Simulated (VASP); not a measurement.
## Lattice constant a of diamond and zinc-blende semiconductors: PBEsol against PBE

VASP (plane waves, PAW); cells keep the symmetry of their structure type. Static lattice, each level at its own minimum.

Here x stands for PBE a and y for PBEsol less PBE.

| solid | PBE a (Å) | PBEsol less PBE (Å) | cut-off (eV) |
|---|---|---|---|
| BN | 3.626 | -0.018 | 520 |
| SiC | 4.380 | -0.020 | 520 |
| GaN | 4.550 | -0.053 | 520 |
| BAs | 4.817 | -0.039 | 520 |
| ZnS | 5.448 | -0.087 | 520 |
| ZnSe | 5.740 | ? | 520 |
| CdTe | 6.625 | -0.127 | 520 |

### Question
Fit y against x with a straight line, and predict the withheld value at x = 5.740.

### Answer
With u = x - 4.9, the rows have u = -1.2740, -0.5200, -0.3500, -0.0830, 0.5480, 1.7250. Means: u 0.0076667, y -0.0573. About the means, the sum of products is -0.20899 and the sum of squares of u is 5.2984; the slope is their ratio. Least squares gives y = -0.0570 - 0.03944·u. Residuals (row less fit): -0.0112, 0.0165, -0.0098, 0.0147, -0.0084, -0.0020; standard error 0.0140 (degrees of freedom: 4). The slope is -0.0394 with a standard error of 0.0061. At the withheld row, u = 0.8400, so y = -0.0570 - 0.03944 × 0.8400 = -0.0901 Å. The calculation gives -0.098 Å, 0.0079 Å below the prediction (7.2 % of the range of y in the table). The row lies between fitted rows. From the scatter of the fitted rows alone, a prediction at this place has a standard error of 0.0160 Å, so the miss is 0.5 times that.

GaN is here a metastable form; wurtzite is the usual one. The rows are a random draw from the solids of this series computed here; series whose standard error about the line passes 12 to 30 % of the range of y, or with no trend, aren't shown in this form.
